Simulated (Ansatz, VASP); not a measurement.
**SiSO: VASP beside Ansatz**

Wanted: the spread between two codes on one cell, functional and k mesh. The cell is taken from a series of runs on this material, whose earlier steps may have relaxed, scaled, displaced or heated it; both programs get it as it stands.

Program: Ansatz 0.2.0. Level of theory: plane waves, with VASP 6.6.1 beside it; G0W0 gap at PBEsol. Results are calculated unless marked as measured.

**1. Starting point**

The cell holds 3 atoms: 1 Si, 1 O and 1 S. Its edges and angles: a = 2.982 Å, b = 2.982 Å, c = 27.700 Å, α = 90.0°, β = 90.0°, γ = 120.0°. Vacuum lies along c.

**2. Ansatz: G0W0 gap, PBEsol**

Ansatz runs on its PAW soft_1 files.

Quasiparticle shifts depend on high empty states and on the cores, so they are the hardest test of two PAW sets.

The input, input.yaml:

```yaml
crystal:
  lattice:
    - [2.9816107688, 0.0, 0.0]
    - [-1.4908053844, 2.58215067, 0.0]
    - [0.0, 0.0, 27.7]
  atoms:
    - { symbol: Si, position: [0.0, 0.0, 0.509127614] }
    - { symbol: O, position: [0.3333333333, 0.6666666667, 0.540403649] }
    - { symbol: S, position: [0.6666666667, 0.3333333333, 0.459596351] }
  periodic: [true, true, false]
kpoints:
  mp_grid: { grid: [9, 9, 1] }
hamiltonian:
  xc: pbesol
  pseudopotentials: { kind: paw, azcp: { folder: soft_1 }, xc_functional: pbe }
scf:
  occupations: { method: fixed }
gw:
  n_empty_bands: 192
  ecut_chi: 54.0
  qp_bands: [v2, c2]
  qp_kpoints: band_edges
  screening: { model: contour_deformation }
```

Command:

```bash
$ ansatz run input.yaml --threads 4 --pin off --max-ram 17510MiB --backend cpu --events-out ev --progress --plain --runs-dir out
```

Numbers of over 12 decimals in the logs are rounded to 6 here.

What it wrote:

```text
Engine: ansatz 0.2.0, aarch64-unknown-linux-gnu
Pseudopotentials: kind: paw
Pseudopotential: Si, paw, valence charge 4, recommended cutoff 420 eV (normal), soft_1/Si.paw.azcp
Pseudopotential: O, paw, valence charge 6, recommended cutoff 420 eV (normal), soft_1/O.paw.azcp
Pseudopotential: S, paw, valence charge 6, recommended cutoff 420 eV (normal), soft_1/S.paw.azcp
Functional definition: PBEsol
  exchange = pbesol_x
  correlation = pbesol_c
Crystal: 3 atoms, lattice volume = 213.261 Å³
Basis set: ecut = 420 eV, 4077 PW (Γ)
Bands: 12, of which v1, the nominal top of the filled ones, is band 8 counted from 1 (7 counted from 0)
Symmetry: 6 space group operations
Space group: P3m1 (ITA 156), of the structure as read, at distance tolerance 6.0e-5 Å
k-points: 12 of 81 (time reversal used)
Non-local potential: Si, projectors of the file, l = 0: 2, l = 1: 2, l = 2: 1
Non-local potential: O, projectors of the file, l = 0: 2, l = 1: 2, l = 2: 1
Non-local potential: S, projectors of the file, l = 0: 2, l = 1: 2, l = 2: 1
PAW form: soft (Blöchl's): semilocal exchange-correlation on the pseudo side does not see the compensation charge
PAW frozen core: Si, regenerated for the run's functional, and the local potential with it (the file was generated under x = pbe(κ = 0.804, μ = 0.219515), c = pbe(β = 0.066725))
PAW frozen core: O, regenerated for the run's functional, and the local potential with it (the file was generated under x = pbe(κ = 0.804, μ = 0.219515), c = pbe(β = 0.066725))
PAW frozen core: S, regenerated for the run's functional, and the local potential with it (the file was generated under x = pbe(κ = 0.804, μ = 0.219515), c = pbe(β = 0.066725))
PAW one-centre angular grid: Si, 110 points (default); XC on 64 Gauss nodes
PAW one-centre angular grid: O, 110 points (default); XC on 64 Gauss nodes
PAW one-centre angular grid: S, 110 points (default); XC on 64 Gauss nodes
Initial density: superposition of atomic densities (neutral atoms: chi_scale 0, normalization atom)
Initial wavefunctions: pseudopotential atomic-orbital guess
Functional: x = pbesol(κ = 0.804, μ = 0.123457), c = pbesol(β = 0.046)
SCF iter   1: F=—  HF=-2069.651405 eV  |F-HF|=—  |Δ(HF+E_count)|=         —  Δρ=4.45e-2  dr2=4.38e0  ethr=3.10e-3  ⟨swp⟩=10.6  Hψ=1368  notcnv=0  defer=25
preconditioner: auto → none  [insulator: Δε(μ)=2.019 eV  Ē_g=12.383 eV  n_scr=14 (ndim 8)  ℏωp=9.5 eV  f_vac=0.772  ε∞_Penn≈1.6]
SCF iter   2: F=—  HF=-2069.189367 eV  |F-HF|=—  |Δ(HF+E_count)|=   4.62e-1  Δρ=3.86e-2  dr2=4.94e0  ethr=3.10e-3  ⟨swp⟩=6.9  Hψ=714  notcnv=0  defer=23
SCF iter   3: F=—  HF=-2068.673065 eV  |F-HF|=—  |Δ(HF+E_count)|=   5.16e-1  Δρ=1.43e-2  dr2=1.74e0  ethr=3.10e-3  ⟨swp⟩=7.1  Hψ=643  notcnv=0  defer=23
SCF iter   4: F=—  HF=-2068.434781 eV  |F-HF|=—  |Δ(HF+E_count)|=   2.38e-1  Δρ=7.38e-3  dr2=1.30e-1  ethr=3.10e-3  ⟨swp⟩=4.5  Hψ=373  notcnv=0  defer=22
SCF iter   5: F=—  HF=-2068.417347 eV  |F-HF|=—  |Δ(HF+E_count)|=   1.74e-2  Δρ=2.59e-3  dr2=6.01e-3  ethr=8.12e-4  ⟨swp⟩=3.3  Hψ=321  notcnv=0  defer=24
SCF iter   6: F=—  HF=-2068.417438 eV  |F-HF|=—  |Δ(HF+E_count)|=   9.10e-5  Δρ=5.46e-4  dr2=3.14e-4  ethr=3.76e-5  ⟨swp⟩=3.9  Hψ=356  notcnv=0  defer=24
SCF iter   7: F=—  HF=-2068.417514 eV  |F-HF|=—  |Δ(HF+E_count)|=   7.59e-5  Δρ=1.05e-4  dr2=1.19e-5  ethr=1.96e-6  ⟨swp⟩=3.2  Hψ=325  notcnv=0  defer=24
SCF iter   8: F=—  HF=-2068.417518 eV  |F-HF|=—  |Δ(HF+E_count)|=   4.38e-6  Δρ=1.87e-5  dr2=8.13e-7  ethr=7.43e-8  ⟨swp⟩=3.2  Hψ=298  notcnv=0  defer=24
SCF iter   9: F=-2068.417518 eV  HF=-2068.417518 eV  |F-HF|=5.47e-9  |Δ(HF+E_count)|=   4.47e-8  Δρ=2.76e-6  dr2=1.66e-8  ethr=6.25e-10  ⟨swp⟩=18.8  Hψ=1546  notcnv=0
SCF 1 converged in 9 iterations: F = -2068.417518 eV  dr2 = 1.66e-8
  greatest PAW one-centre occupation: 0.865 electrons in one spin orbital (limit 2), on the S atom at site 2 (counted from 0), in its partial waves of l = 0
NSCF: frozen V_eff on 12 k-points
G₀W₀ screening: q 1/12
[... further progress lines ...]
NSCF: frozen V_eff on 1 k-points
SCF converged after 9 iterations
Free energy (F): -2068.417518 eV
Harris-Foulkes:  -2068.417518 eV  (|F-HF|=5.47e-9)
Internal energy: -2068.417518 eV  (E = F + TS)
E sigma→0 (E₀):  -2068.417518 eV
Fermi energy:    -5.385986 eV
--- Per-component energies (eV) ---
  E_band       = -215.162445
  E_kinetic    = 322.814499
  E_local      = -17492.472499  (includes V_loc(G=0)·N_el)
  E_nonlocal   = 107.317253
  E_hartree    = 8562.963765
  E_xc         = -217.153679
  E_vxc        = -224.579917  (∫ρ·V_xc dr)
  E_paw        = -1246.583441  (= ΣΔE_a)
  E_vpaw       = -54.166120  (= ΣTr[D̂ρ^β])
  E_aug_tail   = 0.000802  (compensation charges beyond the density's cutoff)
  E_ewald      = 7894.566984
  E_core_change = 0.128798  (= ΣΔE_core)
  E_smearing   = -0.000000  (= −TS)
  E_closure    = 0.000000  (closes the sum)
  Σ components = -2068.417518   (vs F -2068.417518, Δ=0.00e0)
--- Band table (eV; the first three rows and the last of 12) ---
  k-point 0: bands = [... 4 lower, -10.1612, -8.4531, -5.3860, -5.3860, -4.1995, -0.5533 (-0.5594°), -0.0280, 0.3841]
  k-point 1: bands = [... 4 lower, -10.3198, -8.2664, -6.6796, -5.6530, -3.5940, -0.3530 (-0.3565°), 0.0013, 0.3221]
  k-point 2: bands = [... 4 lower, -10.6898, -8.9219, -8.0047, -6.2148, -2.6246, -0.9860 (-0.9860°), 0.2171, 1.0363]
  k-point 11: bands = [... 4 lower, -12.1940, -11.5200, -8.4982, -7.7119, -2.0045, 0.0858, 1.5504, 2.3874]
  ° read free of the cell's end (the report's vacuum.weakly_bound_levels)
--- G₀W₀: contour deformation, 6 samples at zero and on the imaginary axis and 2 off it, 81 q-points, 192 empty bands' worth ---
  eigenvalues of the whole cell's RPA ε∞ on this k-mesh (on a slab, of 1 + 4πα/V) = 1.1289, 2.0544, 2.0544; static W/v taken at q = 0 is 0.665935
  gw.qp_kpoints: band_edges: 7 of 12 stored k-points solved, in 1 pass; an edge of the gap read off the rows below is read off those points alone
    valence top: of the k-points left out ik 5 came nearest to being solved in a further pass, in band 8 (counted from 1, as in the quasiparticle table): it holds the edge there only if its correction is more favourable than any solved in that band by at least 0.988 eV; those differ by 0.250 eV
    conduction bottom: of the k-points left out ik 7 came nearest to being solved in a further pass, in band 9 (counted from 1, as in the quasiparticle table): it holds the edge there only if its correction is more favourable than any solved in that band by at least 1.266 eV; those differ by 0.364 eV
  `?` marks the rows in doubt; gw_qp.tsv's column doubts and the gw_qp event give each row's grounds
    ik  band        ε_KS         Σx   Σc(E_QP)       V_xc       Z   E_QP_lin       E_QP  E_QP is
     0     7     -5.3860   -18.9347     1.7111   -16.6800  0.7891    -5.9338    -5.9296  root
     0     8     -5.3860   -18.9347     1.7111   -16.6800  0.7891    -5.9338    -5.9296  root
     0     9     -4.1995    -9.5017    -3.4371   -14.1188  0.8118    -2.9821    -3.0196  root ?
     0    10     -0.5533    -1.2282    -1.3530    -2.7802  0.9052    -0.3540    -0.3544  root
     1     7     -6.6796   -18.9778     2.0396   -16.3346  0.7782    -7.2898    -7.2831  root
     1     8     -5.6530   -19.0327     1.8060   -16.6737  0.7870    -6.2105    -6.2060  root
     1     9     -3.5940   -10.0214    -3.4629   -14.7832  0.8060    -2.2679    -2.2951  root
     1    10     -0.3530    -1.9837    -1.6816    -4.0289  0.8869     0.0123     0.0107  root
     2     7     -8.0047   -22.4406     3.7605   -17.8110  0.7595    -8.8910    -8.8738  root
     2     8     -6.2148   -19.2554     2.0229   -16.6494  0.7826    -6.8036    -6.7980  root
     2     9     -2.6246   -10.4390    -3.7109   -15.6297  0.7940    -1.1049    -1.1447  root
     2    10     -0.9860    -8.2650    -3.7233   -13.3134  0.7977     0.3651     0.3391  root
     3     7     -7.9618   -21.8118     3.5077   -17.4475  0.7612    -8.8345    -8.8184  root
     3     8     -6.7319   -19.4517     2.2246   -16.6115  0.7781    -7.3541    -7.3475  root
     3     9     -3.1743    -9.7532    -3.5007   -14.6655  0.7981    -1.7303    -1.7628  root
     3    10     -0.5638    -8.6132    -3.9751   -13.9883  0.7942     0.8610     0.8363  root
     4     7     -8.0513   -20.4277     3.0849   -16.4885  0.7636    -8.9224    -8.9056  root
     4     8     -7.0245   -19.5546     2.3362   -16.5839  0.7760    -7.6664    -7.6589  root
     4     9     -3.9208    -9.7539    -3.2491   -14.3554  0.8019    -2.5420    -2.5684  root
     4    10     -0.3734    -8.2960    -3.8843   -13.5778  0.8004     1.0511     1.0241  root
     8     7     -8.0175   -19.6313     2.7157   -16.1350  0.7665    -8.8107    -8.7980  root
     8     8     -7.7646   -20.4929     2.9543   -16.7925  0.7640    -8.5225    -8.5106  root
     8     9     -3.3008   -10.2564    -3.3163   -14.9749  0.7962    -1.8668    -1.8986  root
     8    10      0.3245    -6.1156    -4.0531   -11.4810  0.7978     1.6612     1.6369  root
    11     7     -8.4982   -23.2605     4.2078   -18.1910  0.7472    -9.3773    -9.3599  root
    11     8     -7.7119   -19.8762     2.6738   -16.4086  0.7694    -8.5184    -8.5057  root
    11     9     -2.0045   -10.5687    -3.7119   -15.8249  0.7828    -0.4120    -0.4601  root
    11    10      0.0858    -8.2257    -3.9549   -13.5734  0.7839     1.5044     1.4787  root
```

[end of part 1 of 2]

[Lines on the potential files, build, host, timing and source positions are cut from VASP's logs without a mark.]

[Logs are printed without paths, hosts, clocks, repeated set-up lines and the standing remarks that a program may print on its own settings, such as how far it seeks lower states.]

[Hosts, paths, dates, database ids (printed as entryN), source tags and the programs' standing remarks are cut or masked in the printed files.]
